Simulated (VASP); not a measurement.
# Lattice of LaB6, functional by functional

Which functional gives which lattice for LaB6? The starting structure is a measured crystal structure from the Crystallography Open Database. The first relaxation on each setting starts from this cell expanded by 3 % in volume.

Main program and level: VASP 6.6.1; Kohn-Sham DFT with plane waves and PAW; PBEsol, LDA, PBE, PBEsol + D3(BJ), r2SCAN, r2SCAN + rVV10, optB86b-vdW and BLYP.

### Step 1. The starting structure

Symmetry: Pm-3m, No. 221, cubic system. The conventional cell has a = 4.157 Å, b = 4.157 Å, c = 4.157 Å, α = 90.00°, β = 90.00°, γ = 90.00°. Nearest to La lie 24 B at 3.05 Å. B has 6 B at 1.64 to 2.51 Å and 4 La at 3.05 Å nearest. Farther neighbours are not listed.

As a file:

```xyz
7
Lattice="4.1570 0.0000 0.0000 0.0000 4.1570 0.0000 0.0000 0.0000 4.1570" Properties=species:S:1:pos:R:3 pbc="T T T"
La    0.0000    0.0000    0.0000
B     2.0785    2.0785    3.3360
B     2.0785    2.0785    0.8210
B     2.0785    3.3360    2.0785
B     3.3360    2.0785    2.0785
B     2.0785    0.8210    2.0785
B     0.8210    2.0785    2.0785
```

### Step 2. Relaxation with PBEsol

PBEsol restores the gradient expansion of exchange and is tuned for the cells of solids. This run starts from the cell of an earlier relaxation, which isn't shown; the restart sets up the plane waves anew.

INCAR reads:

```
SYSTEM = LaB6
PREC = Accurate
ENCUT = 450
EDIFF = 1E-06
NELM = 100
ISMEAR = 0
SIGMA = 0.05
LREAL = .FALSE.
ALGO = Normal
GGA = PS
NBANDS = 21
LASPH = .TRUE.
LORBIT = 11
LWAVE = .FALSE.
LCHARG = .FALSE.
KPAR = 8
IBRION = 2
NSW = 50
ISIF = 3
EDIFFG = -0.006
```

POSCAR reads:

```
LaB6
1.0
    4.1305777478      0.0000000000      0.0000000000
    0.0000000000      4.1305777478      0.0000000000
    0.0000000000      0.0000000000      4.1305777478
La B
1 6
Direct
    0.0000000000      0.0000000000      0.0000000000
    0.5000000000      0.5000000000      0.8004444628
    0.5000000000      0.5000000000      0.1995555372
    0.5000000000      0.8004444628      0.5000000000
    0.8004444628      0.5000000000      0.5000000000
    0.5000000000      0.1995555372      0.5000000000
    0.1995555372      0.5000000000      0.5000000000
```

KPOINTS reads:

```
Automatic mesh
0
Gamma
8 8 8
0 0 0
```

PAW data sets: La and B (PBE family, release 64).

Command:

```sh
mpirun -np 8 vasp_std
```

The program printed:

```text
[banner, memory and clock lines left out]
running    8 mpi-ranks, on    1 nodes
 distrk:  each k-point on    1 cores,    8 groups
 distr:  one band on    1 cores,    1 groups

 POSCAR found type information on POSCAR LaB
 POSCAR found :  2 types and       7 ions
|                                                                             |
|           W    W    AA    RRRRR   N    N  II  N    N   GGGG   !!!           |
|           W    W   A  A   R    R  NN   N  II  NN   N  G    G  !!!           |
|           W    W  A    A  R    R  N N  N  II  N N  N  G       !!!           |
|           W WW W  AAAAAA  RRRRR   N  N N  II  N  N N  G  GGG   !            |
|           WW  WW  A    A  R   R   N   NN  II  N   NN  G    G                |
|           W    W  A    A  R    R  N    N  II  N    N   GGGG   !!!           |
|                                                                             |
|     For optimal performance we recommend to set                             |
|       NCORE = 2 up to number-of-cores-per-socket                            |
|     NCORE specifies how many cores store one orbital (NPAR=cpu/NCORE).      |
|     This setting can greatly improve the performance of VASP for DFT.       |
|     The default, NCORE=1 might be grossly inefficient on modern             |
|     multi-core architectures or massively parallel machines. Do your        |
|     Unfortunately you need to use the default for GW and RPA                |
|     calculations (for HF NCORE is supported but not extensively tested      |
|     yet).                                                                   |
|                                                                             |

|                                                                             |
|               ----> ADVICE to this user running VASP <----                  |
|                                                                             |
|     You enforced a specific xc type in the INCAR file but a different       |
|     [... a line on the potential file left out ...]
|     I HOPE YOU KNOW WHAT YOU ARE DOING!                                     |
|                                                                             |

 LDA part: xc-table for (Slater+PW92), standard interpolation
 POSCAR, INCAR and KPOINTS ok, starting setup
 FFT: planning ... GRIDC
 FFT: planning ... GRID_SOFT
 FFT: planning ... GRID
 WAVECAR not read
 entering main loop
       N       E                     dE             d eps       ncg     rms          rms(c)
DAV:   1     0.207668130373E+03    0.20767E+03   -0.10245E+04  1518   0.157E+03
DAV:   2    -0.200547849230E+02   -0.22772E+03   -0.20464E+03  1794   0.288E+02
DAV:   3    -0.544364265622E+02   -0.34382E+02   -0.30963E+02  2208   0.139E+02
DAV:   4    -0.558273163987E+02   -0.13909E+01   -0.13876E+01  2697   0.268E+01
DAV:   5    -0.558680580567E+02   -0.40742E-01   -0.40696E-01  2287   0.363E+00    0.913E+00
DAV:   6    -0.518497867328E+02    0.40183E+01   -0.99740E+00  2255   0.176E+01    0.464E+00
DAV:   7    -0.515773908975E+02    0.27240E+00   -0.45449E+00  2522   0.111E+01    0.189E+00
DAV:   8    -0.516950437433E+02   -0.11765E+00   -0.22681E+00  2535   0.141E+01    0.146E+00
DAV:   9    -0.515530113727E+02    0.14203E+00   -0.36455E-01  2469   0.467E+00    0.676E-01
DAV:  10    -0.515321176614E+02    0.20894E-01   -0.18202E-01  2543   0.336E+00    0.119E-01
DAV:  11    -0.515337113239E+02   -0.15937E-02   -0.11631E-02  2676   0.622E-01    0.131E-01
DAV:  12    -0.515331238252E+02    0.58750E-03   -0.14591E-03  2594   0.348E-01    0.600E-02
DAV:  13    -0.515329353894E+02    0.18844E-03   -0.96990E-04  2588   0.231E-01    0.110E-02
DAV:  14    -0.515329393619E+02   -0.39725E-05   -0.47038E-05  2519   0.438E-02    0.508E-03
DAV:  15    -0.515329396899E+02   -0.32797E-06   -0.16734E-05  2748   0.318E-02    0.422E-03
DAV:  16    -0.515329396587E+02    0.31240E-07   -0.15191E-06  2109   0.108E-02
   1 F= -.51532940E+02 E0= -.51532472E+02  d E =-.515329E+02
 curvature:   0.00 expect dE= 0.000E+00 dE for cont linesearch  0.000E+00
 trial: gam= 0.00000 g(F)=  0.678E-05 g(S)=  0.502E-05 ort = 0.000E+00 (trialstep = 0.100E+01)
 search vector abs. value=  0.118E-04
 reached required accuracy - stopping structural energy minimisation
```

Run time: 7.8 s. Hardware: 8 MPI ranks of Intel Xeon 6975P-C (Granite Rapids), shared host; peak memory 1.6 GiB; 58 s of CPU time.

Lines that name or quote the potential files are left out of all logs, and their timing lines are given in words.

Parts of OUTCAR (step 2):

```text
ion  position               nearest neighbor table
   1  0.000  0.000  0.000-
   2  0.500  0.500  0.800-   3 1.65   4 1.76   5 1.76   6 1.76   7 1.76
   3  0.500  0.500  0.200-   2 1.65   4 1.76   5 1.76   6 1.76   7 1.76
   4  0.500  0.800  0.500-   6 1.65   3 1.76   5 1.76   2 1.76   7 1.76
   5  0.800  0.500  0.500-   7 1.65   3 1.76   4 1.76   6 1.76   2 1.76
   6  0.500  0.200  0.500-   4 1.65   3 1.76   2 1.76   5 1.76   7 1.76
   7  0.200  0.500  0.500-   5 1.65   3 1.76   4 1.76   2 1.76   6 1.76

  LATTYP: Found a simple cubic cell.
 ALAT       =     4.1305777478

 Subroutine GETGRP returns: Found 48 space group operations
 (whereof 48 operations were pure point group operations)

The static configuration has the point symmetry O_h .

 Found     35 irreducible k-points:

   k-points           NKPTS =     35   k-points in BZ     NKDIM =     35   number of bands    NBANDS=     21

   dimension x,y,z NGX =    30 NGY =   30 NGZ =   30
   dimension x,y,z NGXF=    60 NGYF=   60 NGZF=   60

   ENCUT  =  450.0 eV  33.07 Ry    5.75 a.u.   7.14  7.14  7.14*2*pi/ulx,y,z

   NELECT =      29.0000    total number of electrons

 k-points in reciprocal lattice and weights: Automatic mesh
   0.00000000  0.00000000  0.00000000       0.002
   0.12500000  0.00000000  0.00000000       0.012
   0.25000000  0.00000000  0.00000000       0.012
   0.37500000  0.00000000  0.00000000       0.012
   0.50000000  0.00000000  0.00000000       0.006
   0.12500000  0.12500000  0.00000000       0.023
   0.25000000  0.12500000  0.00000000       0.047
   0.37500000  0.12500000  0.00000000       0.047
   0.50000000  0.12500000  0.00000000       0.023
[...]
0.50000000  0.50000000  0.37500000       0.012
   0.50000000  0.50000000  0.50000000       0.002

 average (electrostatic) potential at core
       1 -95.5372       2 -23.9344       3 -23.9344       4 -23.9344       5 -23.9344
       6 -23.9344       7 -23.9344

 E-fermi :   8.5632

 k-point     1 :       0.0000    0.0000    0.0000
  band No.  band energies     occupation
    ...
     10       1.6711      2.00000
     11       1.6711      2.00000
     12       6.7660      2.00000
     13       6.7660      2.00000
     14       6.7660      2.00000
     15       8.8574      0.00000
     16       8.8574      0.00000
     17       8.8574      0.00000
     18      10.1516      0.00000
     19      10.1516      0.00000
    ...

 k-point     2 :       0.1250    0.0000    0.0000
  band No.  band energies     occupation
    ...
     11       2.5841      2.00000
     12       6.3394      2.00000
     13       6.3394      2.00000
     14       6.8178      2.00000
     15       8.1356      2.00000
     16       9.3490      0.00000
     17       9.3490      0.00000
     18      10.2164      0.00000
     19      10.5539      0.00000
     20      10.6193      0.00000
    ...

 k-point     3 :       0.2500    0.0000    0.0000
  band No.  band energies     occupation
    ...
     11       3.8713      2.00000
     12       5.7112      2.00000
     13       5.7112      2.00000
     14       6.9515      2.00000
     15       7.1173      2.00000
     16       9.9887      0.00000
     17       9.9887      0.00000
     18      10.2858      0.00000
     19      10.6792      0.00000
     20      10.7963      0.00000
    ...

  Total        0.0155812      0.0155812      0.0155812      0.0000000      0.0000000     -0.0000000
  in kB        0.3542238      0.3542238      0.3542238      0.0000000      0.0000000     -0.0000000
  external PRESSURE =       0.3542238 kB  Pullay stress =       0.0000000 kB

  energy-cutoff  :      450.00
  volume of cell :       70.47
      direct lattice vectors                 reciprocal lattice vectors
     4.130577748  0.000000000  0.000000000     0.242096884  0.000000000  0.000000000
     0.000000000  4.130577748  0.000000000     0.000000000  0.242096884  0.000000000
     0.000000000  0.000000000  4.130577748     0.000000000  0.000000000  0.242096884

 POSITION                                       TOTAL-FORCE (eV/Angst)
 -----------------------------------------------------------------------------------
      0.00000      0.00000      0.00000         0.000000      0.000000      0.000000
      2.06529      2.06529      3.30630         0.000000      0.000000     -0.004838
      2.06529      2.06529      0.82428         0.000000      0.000000      0.004838
      2.06529      3.30630      2.06529         0.000000     -0.004838      0.000000
      3.30630      2.06529      2.06529        -0.004838      0.000000      0.000000
      2.06529      0.82428      2.06529        -0.000000      0.004838      0.000000
      0.82428      2.06529      2.06529         0.004838     -0.000000      0.000000
 -----------------------------------------------------------------------------------
    total drift:                               -0.000000      0.000000     -0.000000

  FREE ENERGIE OF THE ION-ELECTRON SYSTEM (eV)
  ---------------------------------------------------
  free  energy   TOTEN  =       -51.5329396587 eV

  energy  without entropy=      -51.5320050843  energy(sigma->0) =      -51.53247237

 reached required accuracy - stopping structural energy minimisation

 total charge
# of ion       s       p       d       f       tot
--------------------------------------------------
    1        2.007   5.641   0.655   0.223   8.526
    2        0.696   1.374   0.000   0.000   2.070
    3        0.696   1.374   0.000   0.000   2.070
    4        0.696   1.374   0.000   0.000   2.070
    5        0.696   1.374   0.000   0.000   2.070
    6        0.696   1.374   0.000   0.000   2.070
    7        0.696   1.374   0.000   0.000   2.070
--------------------------------------------------
tot          6.185  13.885   0.655   0.223  20.949

[... 3 further parts left out ...]
```

This run has no spin polarisation. Its electron count is odd, so without a moment it is a metal by construction. The PAW data sets were made with PBE, which is usual practice but a small mismatch for other functionals. The run keeps the 48 symmetry operations of its start, so it cannot find a distortion of lower symmetry.

With PBEsol the relaxed cell holds 10.068 Å³ an atom, -1.89 % against the measured cell, with a = 4.131 Å.

### Step 3. Relaxation with LDA

LDA, the lowest rung, knows the local density alone. This run starts from the cell of an earlier relaxation, which isn't shown; the restart sets up the plane waves anew.

Changes to INCAR since step 2:

```diff
@@ -9,3 +9,3 @@
 ALGO = Normal
-GGA = PS
+GGA = CA
 NBANDS = 21
```

POSCAR reads:

```
LaB6
1.0
    4.0994316047      0.0000000000      0.0000000000
    0.0000000000      4.0994316047      0.0000000000
    0.0000000000      0.0000000000      4.0994316047
La B
1 6
Direct
    0.0000000000      0.0000000000      0.0000000000
    0.5000000000      0.5000000000      0.8001155405
    0.5000000000      0.5000000000      0.1998844595
    0.5000000000      0.8001155405      0.5000000000
    0.8001155405      0.5000000000      0.5000000000
    0.5000000000      0.1998844595      0.5000000000
    0.1998844595      0.5000000000      0.5000000000
```

KPOINTS is that of step 2.

Potentials, in the order of the species: La and B (LDA family, release 64).

Command:

```sh
mpirun -np 8 vasp_std
```

The program printed:

```text
[banner, memory and clock lines left out]
running    8 mpi-ranks, on    1 nodes
[...]
[... a notice as in an earlier step ...]

 LDA part: xc-table for (Slater(with rela. corr.)+CA(PZ))
 , standard interpolation
 POSCAR, INCAR and KPOINTS ok, starting setup
[...]
entering main loop
       N       E                     dE             d eps       ncg     rms          rms(c)
DAV:   1     0.200120821027E+03    0.20012E+03   -0.10324E+04  1542   0.158E+03
DAV:   2    -0.298672298852E+02   -0.22999E+03   -0.20845E+03  1872   0.289E+02
DAV:   3    -0.585901423838E+02   -0.28723E+02   -0.26332E+02  2166   0.139E+02
DAV:   4    -0.596420251704E+02   -0.10519E+01   -0.10464E+01  2710   0.230E+01
[...]
DAV:  13    -0.543925223321E+02    0.27481E-03   -0.15305E-03  2535   0.348E-01    0.188E-02
DAV:  14    -0.543925292221E+02   -0.68900E-05   -0.88174E-05  2206   0.592E-02    0.979E-03
DAV:  15    -0.543925283626E+02    0.85949E-06   -0.80245E-06  2377   0.180E-02
   1 F= -.54392528E+02 E0= -.54392023E+02  d E =-.543925E+02
[...]
reached required accuracy - stopping structural energy minimisation
```

Elapsed: 4.8 s, on 8 MPI ranks; peak memory 1.4 GiB.

OUTCAR, selected parts (step 3):

```text
  Total       -0.0124742     -0.0124742     -0.0124742      0.0000000      0.0000000     -0.0000000
  in kB       -0.2901033     -0.2901033     -0.2901033      0.0000000      0.0000000     -0.0000000
  external PRESSURE =      -0.2901033 kB  Pullay stress =       0.0000000 kB

 POSITION                                       TOTAL-FORCE (eV/Angst)
 -----------------------------------------------------------------------------------
      0.00000      0.00000      0.00000         0.000000     -0.000000      0.000000
      2.04972      2.04972      3.28002         0.000000      0.000000      0.005778
      2.04972      2.04972      0.81941         0.000000     -0.000000     -0.005778
      2.04972      3.28002      2.04972         0.000000      0.005778     -0.000000
      3.28002      2.04972      2.04972         0.005778     -0.000000     -0.000000
      2.04972      0.81941      2.04972         0.000000     -0.005778      0.000000
      0.81941      2.04972      2.04972        -0.005778      0.000000      0.000000
 -----------------------------------------------------------------------------------
    total drift:                               -0.000000      0.000000      0.000000

  FREE ENERGIE OF THE ION-ELECTRON SYSTEM (eV)
  ---------------------------------------------------
  free  energy   TOTEN  =       -54.3925283626 eV

  energy  without entropy=      -54.3915185396  energy(sigma->0) =      -54.39202345

[... 2 parts as in an earlier step ...]

[... 2 further parts left out ...]
[key lines of the parts left out:]
E-fermi :   8.8222
```

With LDA the relaxed cell holds 9.842 Å³ an atom, -4.10 % against the measured cell, with a = 4.099 Å. That is -2.25 % from PBEsol.

### Step 4. Relaxation with PBE

PBE, the usual starting point, adds the gradient of the density. This run starts from the cell of an earlier relaxation, which isn't shown; the restart sets up the plane waves anew.

Changes to INCAR since step 3:

```diff
@@ -9,3 +9,3 @@
 ALGO = Normal
-GGA = CA
+GGA = PE
 NBANDS = 21
```

POSCAR reads:

```
LaB6
1.0
    4.1545549884      0.0000000000      0.0000000000
    0.0000000000      4.1545549884      0.0000000000
    0.0000000000      0.0000000000      4.1545549884
La B
1 6
Direct
    0.0000000000      0.0000000000      0.0000000000
    0.5000000000      0.5000000000      0.8002152577
    0.5000000000      0.5000000000      0.1997847423
    0.5000000000      0.8002152577      0.5000000000
    0.8002152577      0.5000000000      0.5000000000
    0.5000000000      0.1997847423      0.5000000000
    0.1997847423      0.5000000000      0.5000000000
```

KPOINTS is that of step 3.

PAW data sets: La and B (PBE family, release 64).

Command:

```sh
mpirun -np 8 vasp_std
```

The program printed:

```text
[banner, memory and clock lines left out]
running    8 mpi-ranks, on    1 nodes
[...]
[... a notice as in an earlier step ...]

 LDA part: xc-table for (Slater+PW92), standard interpolation
 POSCAR, INCAR and KPOINTS ok, starting setup
[...]
entering main loop
       N       E                     dE             d eps       ncg     rms          rms(c)
DAV:   1     0.204662854823E+03    0.20466E+03   -0.10267E+04  1542   0.155E+03
DAV:   2    -0.219827214977E+02   -0.22665E+03   -0.20545E+03  1857   0.284E+02
DAV:   3    -0.524017720439E+02   -0.30419E+02   -0.28528E+02  2152   0.142E+02
DAV:   4    -0.534540687216E+02   -0.10523E+01   -0.10453E+01  2668   0.231E+01
[...]
DAV:  13    -0.490500385235E+02    0.35610E-03   -0.23739E-03  2580   0.414E-01    0.745E-03
DAV:  14    -0.490500447321E+02   -0.62086E-05   -0.10055E-04  2390   0.843E-02    0.262E-03
DAV:  15    -0.490500452221E+02   -0.48997E-06   -0.28982E-06  2202   0.144E-02
   1 F= -.49050045E+02 E0= -.49049545E+02  d E =-.490500E+02
[...]
reached required accuracy - stopping structural energy minimisation
```

It took 7.6 s on 8 MPI ranks; peak memory 1.6 GiB.

Parts of OUTCAR (step 4):

```text
  Total       -0.0098243     -0.0098243     -0.0098243     -0.0000000      0.0000000      0.0000000
  in kB       -0.2195025     -0.2195025     -0.2195025     -0.0000000      0.0000000      0.0000000
  external PRESSURE =      -0.2195025 kB  Pullay stress =       0.0000000 kB

 POSITION                                       TOTAL-FORCE (eV/Angst)
 -----------------------------------------------------------------------------------
      0.00000      0.00000      0.00000         0.000000     -0.000000      0.000000
      2.07728      2.07728      3.32454         0.000000     -0.000000      0.004009
      2.07728      2.07728      0.83002        -0.000000     -0.000000     -0.004009
      2.07728      3.32454      2.07728        -0.000000      0.004009      0.000000
      3.32454      2.07728      2.07728         0.004009     -0.000000      0.000000
      2.07728      0.83002      2.07728         0.000000     -0.004009      0.000000
      0.83002      2.07728      2.07728        -0.004009     -0.000000      0.000000
 -----------------------------------------------------------------------------------
    total drift:                                0.000000      0.000000      0.000000

  FREE ENERGIE OF THE ION-ELECTRON SYSTEM (eV)
  ---------------------------------------------------
  free  energy   TOTEN  =       -49.0500452221 eV

  energy  without entropy=      -49.0490442129  energy(sigma->0) =      -49.04954472

[... 2 parts as in an earlier step ...]

[... 2 further parts left out ...]
[key lines of the parts left out:]
E-fermi :   8.5182
```

With PBE the relaxed cell holds 10.244 Å³ an atom, -0.18 % against the measured cell, with a = 4.155 Å. That is +1.75 % from PBEsol.

(Part 1 of 3 ends here.)

[Lines on the potential files, build, host, timing and source positions are cut from VASP's logs without a mark.]

[Logs are printed without paths, hosts, clocks, repeated set-up lines and the standing remarks that a program may print on its own settings, such as how far it seeks lower states.]

[Hosts, paths, dates, database ids (printed as entryN), source tags and the programs' standing remarks are cut or masked in the printed files.]
